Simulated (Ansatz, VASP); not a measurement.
One calculation of Mg5Cd3O8, two programs

Contents of INCAR:

```
PREC = Accurate
ENCUT = 520
EDIFF = 1E-6
ISMEAR = 0
SIGMA = 0.02
LREAL = Auto
LASPH = T
NELM = 60
ALGO = Normal
ISIF = 2
LWAVE = F
LCHARG = T
GGA = PS
LELF = T
LVHAR = T
NBANDS = 61
```

Contents of KPOINTS:

```
regular mesh
0
Gamma
  3 3 6
```

Contents of POSCAR:

```
Mg5Cd3O8
1.0
   -4.4039674633     -4.4039674633      0.0000000000
   -4.4039674633      0.0000000000     -4.4039674633
    0.0280857578     -4.4320532211     -4.4320532211
Cd Mg O
3 5 8
Direct
    0.5000000000      0.5000000000      0.5000000000
    0.0000000000      0.5000000000      0.5000000000
    0.5000000000      0.0000000000      0.5000000000
    0.0000000000      0.0000000000      0.5000000000
    0.5000000000      0.5000000000      0.0000000000
    0.0000000000      0.5000000000      0.0000000000
    0.5000000000      0.0000000000      0.0000000000
    0.0000000000      0.0000000000      0.0000000000
    0.2501692103      0.2501692103      0.2298403444
    0.7698212351      0.2501692103      0.2298403444
    0.2501692103      0.7698212351      0.2298403444
    0.7610907033      0.7610907033      0.2167278901
    0.2389092967      0.2389092967      0.7832721099
    0.7498307897      0.2301787649      0.7701596556
    0.2301787649      0.7498307897      0.7701596556
    0.7498307897      0.7498307897      0.7701596556
```

Input for Ansatz:

```yaml
crystal:
  lattice:
    - [-4.4039674633, -4.4039674633, 0.0]
    - [-4.4039674633, 0.0, -4.4039674633]
    - [0.0280857578, -4.4320532211, -4.4320532211]
  atoms:
    - { symbol: Cd, position: [0.5, 0.5, 0.5] }
    - { symbol: Cd, position: [0.0, 0.5, 0.5] }
    - { symbol: Cd, position: [0.5, 0.0, 0.5] }
    - { symbol: Mg, position: [0.0, 0.0, 0.5] }
    - { symbol: Mg, position: [0.5, 0.5, 0.0] }
    - { symbol: Mg, position: [0.0, 0.5, 0.0] }
    - { symbol: Mg, position: [0.5, 0.0, 0.0] }
    - { symbol: Mg, position: [0.0, 0.0, 0.0] }
    - { symbol: O, position: [0.2501692103, 0.2501692103, 0.2298403444] }
    - { symbol: O, position: [0.7698212351, 0.2501692103, 0.2298403444] }
    - { symbol: O, position: [0.2501692103, 0.7698212351, 0.2298403444] }
    - { symbol: O, position: [0.7610907033, 0.7610907033, 0.2167278901] }
    - { symbol: O, position: [0.2389092967, 0.2389092967, 0.7832721099] }
    - { symbol: O, position: [0.7498307897, 0.2301787649, 0.7701596556] }
    - { symbol: O, position: [0.2301787649, 0.7498307897, 0.7701596556] }
    - { symbol: O, position: [0.7498307897, 0.7498307897, 0.7701596556] }
basis:
  ecutwfc: 420
kpoints:
  mp_grid: { grid: [3, 3, 6] }
  band_path: { path: [[0.0, 0.0, 0.0], [0.05, 0.0, 0.0]], npoints: 1 }
hamiltonian:
  xc: pbesol
scf:
  occupations: { method: gaussian, width: 0.02 }
  n_extra_bands: 11
output:
  forces: true
  stress: true
  eigenvalues: true
```

Alike in both runs: task single point; functional PBEsol; k mesh 3 × 3 × 6; occupations gaussian, width 0.02 eV; no spin polarisation.

```csv
,VASP,Ansatz
version,VASP 6.6.1,Ansatz 0.2.0
potentials or method,"VASP PAW PBE potentials, release 64 (Cd, Mg, O)","scalar-relativistic, plane waves, PAW"
plane-wave cutoff (eV),520,420
valence electrons in the cell,94,158
```

```csv
,VASP,Ansatz,Ansatz less VASP
gap on the k mesh at the Fermi level (eV),1.77,1.78,+0.011
least direct gap on the mesh (eV),1.77,1.78,+0.011
pressure (GPa),0.6,0.0,-0.55
rms of the force components (eV/Å),0.045,0.001,-0.0442
```

Atom by atom the forces differ by 0.044 eV/Å (rms over components). With one functional, cell and mesh, what is left measures potentials, basis and numerics. The two sets of potentials don't hold the same shells in valence.

Caveats: the PAW data sets were made with another functional, which shifts forces and pressure a little (VASP).
